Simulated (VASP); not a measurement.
Method: SCAN meta-GGA, VASP's PBE PAW potentials (set 64) (plane waves; VASP 6.6.1).

VASP input:

File KPOINTS:
```
Automatic mesh
0
Gamma
14 14 14
0 0 0
```

**INCAR**
```
SYSTEM=Al
PREC=Accurate; ENCUT=520; LREAL=.FALSE.
LASPH=.TRUE.
EDIFF=1E-6; NELM=100; ALGO=Normal
LMIXTAU=.TRUE.
ISMEAR=1; SIGMA=0.1
METAGGA=SCAN
IBRION=2; NSW=60; ISIF=3
EDIFFG=-0.01
LWAVE=.FALSE.; LCHARG=.FALSE.
```

POSCAR:
```
Al
1
    0.0000000000     2.0250000000     2.0250000000
    2.0250000000     0.0000000000     2.0250000000
    2.0250000000     2.0250000000     0.0000000000
Al
1
Direct
  0.0000000000   0.0000000000   0.0000000000
```

POTCAR, in this order: Al (PBE.64 set). Program: vasp_std.

The resulting files:

File OSZICAR:
```
       N       E                     dE             d eps       ncg     rms          rms(c)
DAV:   1    -0.571155568852E+01   -0.57116E+01   -0.94176E+02  1075   0.346E+02
DAV:   2    -0.795252398465E+01   -0.22410E+01   -0.21569E+01  1355   0.335E+01
DAV:   3    -0.797107944788E+01   -0.18555E-01   -0.18167E-01  1385   0.352E+00
DAV:   4    -0.797116371781E+01   -0.84270E-04   -0.84042E-04  1380   0.214E-01
DAV:   5    -0.797116424665E+01   -0.52883E-06   -0.52841E-06  1405   0.159E-02    0.298E+00
DAV:   6    -0.799845074682E+01   -0.27287E-01   -0.15224E-01  1315   0.291E+00    0.201E+00
DAV:   7    -0.804920066630E+01   -0.50750E-01   -0.10596E-01  1210   0.249E+00    0.923E-01
DAV:   8    -0.778260773220E+01    0.26659E+00   -0.18459E-01  1055   0.339E+00    0.258E-01
DAV:   9    -0.771965789638E+01    0.62950E-01   -0.36015E-01  1040   0.581E+00    0.312E-01
DAV:  10    -0.762379456867E+01    0.95863E-01   -0.81951E-02  1040   0.340E+00    0.268E-01
DAV:  11    -0.772528099679E+01   -0.10149E+00   -0.75978E-02  1050   0.323E+00    0.117E-01
DAV:  12    -0.772592434375E+01   -0.64335E-03   -0.24150E-03  1345   0.558E-01    0.564E-02
DAV:  13    -0.773116152842E+01   -0.52372E-02   -0.39310E-02  1045   0.163E+00    0.106E-01
DAV:  14    -0.773124302555E+01   -0.81497E-04   -0.35858E-04  1315   0.200E-01    0.698E-02
DAV:  15    -0.773072063944E+01    0.52239E-03   -0.96768E-04  1055   0.212E-01    0.763E-02
DAV:  16    -0.773081024688E+01   -0.89607E-04   -0.12393E-04  1085   0.157E-01    0.137E-01
DAV:  17    -0.773179687913E+01   -0.98663E-03   -0.53805E-03  1040   0.613E-01    0.649E-02
DAV:  18    -0.773202967235E+01   -0.23279E-03   -0.34054E-04  1165   0.216E-01    0.729E-02
DAV:  19    -0.773215013989E+01   -0.12047E-03   -0.32263E-05  1150   0.607E-02    0.710E-02
DAV:  20    -0.773257873902E+01   -0.42860E-03   -0.90447E-04  1040   0.260E-01    0.123E-01
DAV:  21    -0.773252338477E+01    0.55354E-04   -0.21920E-04  1190   0.191E-01    0.142E-01
DAV:  22    -0.773233266685E+01    0.19072E-03   -0.54111E-04  1045   0.304E-01    0.966E-02
DAV:  23    -0.773213270790E+01    0.19996E-03   -0.48564E-04  1150   0.290E-01    0.481E-02
DAV:  24    -0.773212877576E+01    0.39321E-05   -0.71620E-05  1120   0.113E-01    0.154E-02
DAV:  25    -0.773214358116E+01   -0.14805E-04   -0.19667E-05  1095   0.687E-02    0.624E-03
DAV:  26    -0.773215307589E+01   -0.94947E-05   -0.19586E-05  1040   0.636E-02    0.515E-03
DAV:  27    -0.773215200687E+01    0.10690E-05   -0.32846E-06  1070   0.303E-02    0.859E-03
DAV:  28    -0.773215331319E+01   -0.13063E-05   -0.28841E-06  1055   0.226E-02    0.863E-03
DAV:  29    -0.773215532981E+01   -0.20166E-05   -0.23554E-06  1075   0.190E-02    0.514E-03
DAV:  30    -0.773215611134E+01   -0.78154E-06   -0.34143E-07   540   0.775E-03
   1 F= -.77321561E+01 E0= -.77322918E+01  d E =-.773216E+01
       N       E                     dE             d eps       ncg     rms          rms(c)
DAV:   1    -0.774021457572E+01   -0.80592E-02   -0.12174E-01  1330   0.236E+00    0.385E-01
DAV:   2    -0.774250962631E+01   -0.22951E-02   -0.83363E-02  1065   0.263E+00    0.162E-01
DAV:   3    -0.773733314176E+01    0.51765E-02   -0.32774E-02  1040   0.187E+00    0.738E-02
DAV:   4    -0.773752603466E+01   -0.19289E-03   -0.70657E-03  1040   0.954E-01    0.397E-02
DAV:   5    -0.773866776950E+01   -0.11417E-02   -0.14494E-02  1040   0.118E+00    0.775E-02
DAV:   6    -0.773727817092E+01    0.13896E-02   -0.30725E-03  1040   0.598E-01    0.390E-02
DAV:   7    -0.773717960573E+01    0.98565E-04   -0.75260E-04  1050   0.427E-01    0.195E-02
DAV:   8    -0.773711161864E+01    0.67987E-04   -0.19638E-04  1040   0.224E-01    0.291E-02
DAV:   9    -0.773712038784E+01   -0.87692E-05   -0.25379E-05  1125   0.825E-02    0.216E-02
DAV:  10    -0.773712346656E+01   -0.30787E-05   -0.66093E-06  1090   0.397E-02    0.606E-03
DAV:  11    -0.773711104115E+01    0.12425E-04   -0.29809E-05  1040   0.102E-01    0.120E-03
DAV:  12    -0.773711051451E+01    0.52664E-06   -0.14137E-06  1090   0.200E-02
   2 F= -.77371105E+01 E0= -.77370207E+01  d E =-.495440E-02
```

File OUTCAR:
```
------------------------ aborting loop because EDIFF is reached ----------------------------------------
  FORCE on cell =-STRESS in cart. coord.  units (eV):
  Direction    XX          YY          ZZ          XY          YZ          ZX
  --------------------------------------------------------------------------------------
  Total        0.0091302      0.0091302      0.0091302     -0.0000000     -0.0000000      0.0000000
  in kB        0.9147781      0.9147781      0.9147781     -0.0000000     -0.0000000      0.0000000
  external PRESSURE =       0.9147781 kB  Pullay stress =       0.0000000 kB
  volume of cell :       15.99
      direct lattice vectors                 reciprocal lattice vectors
    -0.000000000  1.999621685  1.999621685    -0.250047298  0.250047298  0.250047298
     1.999621685 -0.000000000  1.999621685     0.250047298 -0.250047298  0.250047298
     1.999621685  1.999621685 -0.000000000     0.250047298  0.250047298 -0.250047298
 POSITION                                       TOTAL-FORCE (eV/Angst)
 -----------------------------------------------------------------------------------
      1.99962     -0.00000      1.99962         0.000000     -0.000000     -0.000000
 -----------------------------------------------------------------------------------
    total drift:                               -0.000000     -0.000000     -0.000000
  FREE ENERGIE OF THE ION-ELECTRON SYSTEM (eV)
  ---------------------------------------------------
  free  energy   TOTEN  =        -7.7371105145 eV

  energy  without entropy=       -7.7368410305  energy(sigma->0) =       -7.73702069

 reached required accuracy - stopping structural energy minimisation
```
(Selected blocks of OUTCAR.)

File CONTCAR:
```
Al
   1.00000000000000
    -0.0000000000000000    1.9996216847937081    1.9996216847937081
     1.9996216847937081   -0.0000000000000000    1.9996216847937081
     1.9996216847937081    1.9996216847937081   -0.0000000000000000
  Al
     1
Direct
     0.0000000000000000    1.0000000000000000    0.0000000000000000
```

Energy and stress use the plane-wave basis of the starting cell.

The compound is Al in the fcc structure. This run relaxes it. Symmetry was kept, so distortions that lower it aren't found.
